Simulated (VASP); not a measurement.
Output of a VASP run:

### OSZICAR
```
       N       E                     dE             d eps       ncg     rms          rms(c)
DAV:   1     0.358143251938E+03    0.35814E+03   -0.25033E+04   960   0.190E+03
DAV:   2    -0.283614821123E+02   -0.38650E+03   -0.37770E+03  1248   0.422E+02
DAV:   3    -0.495192892427E+02   -0.21158E+02   -0.21139E+02  1632   0.977E+01
DAV:   4    -0.499062150562E+02   -0.38693E+00   -0.38685E+00  1320   0.112E+01
DAV:   5    -0.499146858799E+02   -0.84708E-02   -0.84706E-02  1392   0.118E+00    0.382E+01
DAV:   6    -0.432679553263E+02    0.66467E+01   -0.39521E+01  1176   0.439E+01    0.181E+01
DAV:   7    -0.432484081661E+02    0.19547E-01   -0.27197E+00  1432   0.102E+01    0.987E+00
DAV:   8    -0.432263247619E+02    0.22083E-01   -0.20659E-01  1248   0.394E+00    0.710E-01
DAV:   9    -0.432233997633E+02    0.29250E-02   -0.51231E-02  1272   0.132E+00    0.401E-01
DAV:  10    -0.432237591127E+02   -0.35935E-03   -0.11383E-02  1344   0.978E-01    0.197E-01
DAV:  11    -0.432235524923E+02    0.20662E-03   -0.12670E-03  1224   0.327E-01    0.256E-02
DAV:  12    -0.432235598308E+02   -0.73386E-05   -0.69447E-05  1352   0.659E-02    0.229E-02
DAV:  13    -0.432235604804E+02   -0.64955E-06   -0.52368E-06  1192   0.160E-02
   1 F= -.34907350E+02 E0= -.34907350E+02  d E =-.349073E+02
```

### OUTCAR
```
------------------------ aborting loop because EDIFF is reached ----------------------------------------
  FORCE on cell =-STRESS in cart. coord.  units (eV):
  Direction    XX          YY          ZZ          XY          YZ          ZX
  --------------------------------------------------------------------------------------
  Total        8.3101265      8.3101265      8.3101265      0.0000000      0.0000000      0.0000000
  in kB      199.8536833    199.8536833    199.8536833      0.0000000      0.0000000      0.0000000
  external PRESSURE =      -0.1463167 kB  Pullay stress =     200.0000000 kB
  volume of cell :       66.62
      direct lattice vectors                 reciprocal lattice vectors
     4.053859452  0.000000000  0.000000000     0.246678508  0.000000000  0.000000000
     0.000000000  4.053859452  0.000000000     0.000000000  0.246678508  0.000000000
     0.000000000  0.000000000  4.053859452     0.000000000  0.000000000  0.246678508
 POSITION                                       TOTAL-FORCE (eV/Angst)
 -----------------------------------------------------------------------------------
      0.00000      0.00000      0.00000         0.000000      0.000000      0.000000
      2.02693      2.02693      2.02693         0.000000      0.000000      0.000000
      2.02693      0.00000      2.02693         0.000000      0.000000      0.000000
      0.00000      2.02693      2.02693         0.000000      0.000000      0.000000
      2.02693      2.02693      0.00000         0.000000      0.000000      0.000000
 -----------------------------------------------------------------------------------
    total drift:                                0.000000      0.000000      0.000000
  FREE ENERGIE OF THE ION-ELECTRON SYSTEM (eV)
  ---------------------------------------------------
  free  energy   TOTEN  =       -43.2235604804 eV

  energy  without entropy=      -43.2235604804  energy(sigma->0) =      -43.22356048
  enthalpy is  TOTEN    =       -34.9073499401 eV   P V=        8.3162105403

 reached required accuracy - stopping structural energy minimisation
```
(Selected blocks of OUTCAR.)

File POSCAR:
```
BaZrO3
1
    4.0538594515     0.0000000000     0.0000000000
    0.0000000000     4.0538594515     0.0000000000
   -0.0000000000    -0.0000000000     4.0538594515
Ba Zr O
1 1 3
Direct
  0.0000000000   0.0000000000   0.0000000000
  0.5000000000   0.5000000000   0.5000000000
  0.5000000000   0.0000000000   0.5000000000
  0.0000000000   0.5000000000   0.5000000000
  0.5000000000   0.5000000000   0.0000000000
```

**Question.** Write an INCAR and KPOINTS that could have produced this output.

**Answer.** Several could match; the one computed here: the input of the run itself, PBEsol GGA, plane waves, VASP's PBE PAW potentials (set 64).

File KPOINTS:
```
Automatic mesh
0
Gamma
6 6 6
0 0 0
```

INCAR:
```
SYSTEM = BaZrO3
PREC = Accurate; ENCUT = 620; LREAL = F
LASPH = T
EDIFF = 1E-6; NELM = 100; ALGO = Normal
LMAXMIX = 4
ISMEAR = 0; SIGMA = 0.05
GGA = PS
IBRION = 2; NSW = 40; ISIF = 3
EDIFFG = -0.02; PSTRESS = 200
LWAVE = F; LCHARG = F
```

POTCAR, in this order: Ba_sv Zr_sv O (PBE.64 set). Program: vasp_std.

The compound is BaZrO3 in the cubic perovskite structure. It was relaxed first under an external pressure of 20 GPa.
